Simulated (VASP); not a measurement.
A cell of TiCo (CsCl type) near equilibrium:

```
CELL_PARAMETERS angstrom
      2.92731     0.00000     0.00000
      0.00000     2.92731     0.00000
      0.00000     0.00000     2.92731
ATOMIC_POSITIONS crystal
  Ti 0.00000 0.00000 0.00000
  Co 0.50000 0.50000 0.50000
```

Computed with PBEsol GGA, VASP's PBE PAW potentials (set 64) (plane waves; VASP).

```json
[
 {"run": "as it is", "ΔE (meV/atom)": "0.0", "σxx": "0.45", "σyy": "0.45", "σzz": "0.45", "largest shear component, with its sign (GPa)": "0.00", "largest force (eV/Å)": "0.000"},
 {"run": "after one change", "ΔE (meV/atom)": "7.2", "σxx": "0.88", "σyy": "0.63", "σzz": "0.88", "largest shear component, with its sign (GPa)": "0.00", "largest force (eV/Å)": "0.382"}
]
```
Stress is in GPa, positive when the cell is compressed.

Problem. Name the change that produced these shifts.
A) atom 1 (Ti) moved by 0.075 Å along y
B) atom 1 (Ti) moved by -0.150 Å along z
C) atom 2 (Co) moved by -0.200 Å along y

Solution. A, atom 1 (Ti) moved by 0.075 Å along y

The compound is TiCo in the CsCl type structure. The run is not spin-polarised, so no magnetic state was tried. The electron count is odd and the run is not spin-polarised, which forces a metal.
